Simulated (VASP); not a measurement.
Given:

```
TiN
1.0
    0.00000     2.07907     2.07907
    2.07907     0.00000     2.07907
    2.07907     2.07907     0.00000
Ti N
1 1
Cartesian
  0.00000   0.00000   0.00000
  2.07907   2.07907   2.07907
```

These are TPSS meta-GGA, VASP's PBE PAW potentials (set 64) (plane waves; VASP 6.6.1) values and carry that method's errors. Settings: 520 eV cut-off, 15×15×15 Γ-centred mesh, first-order Methfessel-Paxton smearing of 0.10 eV, potentials Ti_sv N.

Q: Predict the energy per atom (σ→0), pressure, band gap (on the k-mesh) with the smallest direct gap where there is one.

A: 
```json
{
  "band gap (on the k-mesh)": "none (metal, semimetal or under 0.01 eV)",
  "energy per atom (σ→0)": "-14.331 eV/atom",
  "pressure": "20.42 GPa"
}
```

Total energies compare only between runs with the same potentials, cut-off and functional.

The compound is TiN in the rock salt structure. This cell is one point of a volume scan, at 0.94 of the reference volume. The electron count is odd and the run is not spin-polarised, which forces a metal.
